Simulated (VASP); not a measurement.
Output of a VASP run:

OSZICAR:
```
       N       E                     dE             d eps       ncg     rms          rms(c)
DAV:   1     0.102710155775E+03    0.10271E+03   -0.10409E+04  4516   0.120E+03
DAV:   2    -0.622254143199E+01   -0.10893E+03   -0.10515E+03  4717   0.265E+02
DAV:   3    -0.732067213516E+01   -0.10981E+01   -0.10969E+01  5543   0.326E+01
DAV:   4    -0.732331765844E+01   -0.26455E-02   -0.26453E-02  5270   0.149E+00
DAV:   5    -0.732333933289E+01   -0.21674E-04   -0.21672E-04  5655   0.137E-01    0.844E+00
DAV:   6    -0.663709314526E+01    0.68625E+00   -0.20983E+00  4647   0.166E+01    0.501E+00
DAV:   7    -0.661528167867E+01    0.21811E-01   -0.22265E-02  5347   0.144E+00    0.278E+00
DAV:   8    -0.660712981269E+01    0.81519E-02   -0.11237E-03  5074   0.325E-01    0.147E-01
DAV:   9    -0.660714591389E+01   -0.16101E-04   -0.17451E-05  5893   0.359E-02    0.190E-02
DAV:  10    -0.660715596782E+01   -0.10054E-04   -0.29249E-06  5207   0.193E-02    0.959E-03
DAV:  11    -0.660715563349E+01    0.33433E-06   -0.57907E-08  4371   0.201E-03    0.573E-04
DAV:  12    -0.660715561603E+01    0.17455E-07   -0.89682E-09  2992   0.860E-04
   1 F= -.66071556E+01 E0= -.66071556E+01  d E =0.000000E+00
```

**OUTCAR**
```
------------------------ aborting loop because EDIFF is reached ----------------------------------------
  FORCE on cell =-STRESS in cart. coord.  units (eV):
  Direction    XX          YY          ZZ          XY          YZ          ZX
  --------------------------------------------------------------------------------------
  Total        0.1210729      0.1210729     -0.1260498      0.0000000      0.0000000      0.0000000
  in kB        5.8511669      5.8511657     -6.0916879      0.0000011      0.0000000      0.0000000
  external PRESSURE =       1.8702149 kB  Pullay stress =       0.0000000 kB
  volume of cell :       33.15
      direct lattice vectors                 reciprocal lattice vectors
     2.848032767 -0.000000010  0.000000000     0.351119556  0.202718921  0.000000000
    -1.424015901  2.466468492  0.000000000     0.000000001  0.405437980  0.000000000
     0.000000000  0.000000000  4.719484262     0.000000000  0.000000000  0.211887559
 POSITION                                       TOTAL-FORCE (eV/Angst)
 -----------------------------------------------------------------------------------
     -0.00000      1.64431      1.17987        -0.000000      0.000000      0.000000
      1.42402      0.82216      3.53961         0.000000     -0.000000      0.000000
 -----------------------------------------------------------------------------------
    total drift:                               -0.000153      0.000075     -0.000014
  FREE ENERGIE OF THE ION-ELECTRON SYSTEM (eV)
  ---------------------------------------------------
  free  energy   TOTEN  =        -6.6071556160 eV

  energy  without entropy=       -6.6071556160  energy(sigma->0) =       -6.60715562

 total charge

# of ion       s       p       d       tot
------------------------------------------
    1        0.427   0.320   9.148   9.895
    2        0.427   0.320   9.148   9.895
--------------------------------------------------
tot          0.853   0.641  18.296  19.790
```
(Selected blocks of OUTCAR.)

POSCAR:
```
Ag
1
    2.8480327671    -0.0000000098     0.0000000000
   -1.4240159006     2.4664684920    -0.0000000000
    0.0000000000     0.0000000000     4.7194842624
Ag
2
Direct
  0.3333330000   0.6666670000   0.2500000000
  0.6666670000   0.3333330000   0.7500000000
```

Task: Reconstruct the remaining input files.

Result: This is not unique; one that fits is the input of the run itself, PBEsol GGA, plane waves, VASP's PBE PAW potentials (set 64).

**KPOINTS**
```
Automatic mesh
0
Gamma
16 16 9
0 0 0
```

INCAR:
```
SYSTEM  =  Ag
PREC  =  Accurate; ENCUT  =  400; LREAL  =  .False.
LASPH  =  .True.
EDIFF  =  1E-7; NELM  =  100; ALGO  =  Normal
LMAXMIX  =  4
ISMEAR  =  -5
GGA  =  PS
ISIF  =  2
LWAVE  =  .False.; LCHARG  =  .True.; LORBIT  =  11
NEDOS  =  601
```

POTCAR, in this order: Ag (PBE.64 set). Program: vasp_std.

For a metal the tetrahedron method with Blöchl corrections gives inexact stress and forces.

The structure was generated: Ag was put into the hcp type (P6_3/mmc), which need not be its known phase. It was relaxed first.
